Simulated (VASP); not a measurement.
```xyz
2
Lattice="3.6947 0.0000 0.0000 0.0000 3.6947 0.0000 0.0000 0.0000 3.6947" Properties=species:S:1:pos:R:3 pbc="T T T"
Ba     0.0000     0.0000     0.0000
Te     1.8473     1.8473     1.8473
```

Method: PBEsol GGA, VASP's PBE PAW potentials (set 64) (plane waves; VASP 6.6.1). Settings: 500 eV cut-off, 10×10×10 Γ-centred mesh, first-order Methfessel-Paxton smearing of 0.10 eV, potentials Ba_sv Te.

Unless said otherwise, spin-orbit coupling is left out, though it shifts the bands of the heavy elements here.

Q: What does the run give for the energy per atom (σ→0), pressure, band gap (on the k-mesh) with the smallest direct gap where there is one?

A: 
| Item | Result |
|---|---|
| band gap (on the k-mesh) | none (metal, semimetal or under 0.01 eV) |
| energy per atom (σ→0) | -3701 meV/atom |
| pressure | 299.2 kbar |

The absolute energy has meaning only against runs of the same code, potentials and settings.

The structure was generated: BaTe was put into the CsCl type type (Pm-3m), which need not be its known phase. It was relaxed first under an external pressure of 30 GPa.
